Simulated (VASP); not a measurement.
```
CELL_PARAMETERS angstrom
      0.00000     2.75294     2.75294
      2.75294     0.00000     2.75294
      2.75294     2.75294     0.00000
ATOMIC_POSITIONS crystal
  Ga 0.00000 0.00000 0.00000
  P  0.25000 0.25000 0.25000
```

Method: HSE06 screened hybrid, VASP's PBE PAW potentials (set 64) (plane waves; VASP 6.6.1). Numerical set-up: 520 eV cut-off, 6×6×6 Γ-centred mesh, Gaussian smearing of 0.050 eV, potentials Ga_d P.

Task: Give the stress tensor in GPa (positive for a compressed cell).

Result: 
```
-2.01   0.00   0.00
 0.00  -2.01   0.00
 0.00   0.00  -2.01
```
The pressure is its mean diagonal, -2.01 GPa.

The compound is GaP in the zinc blende structure. It was relaxed first. The cell's shape comes from a PBE relaxation.
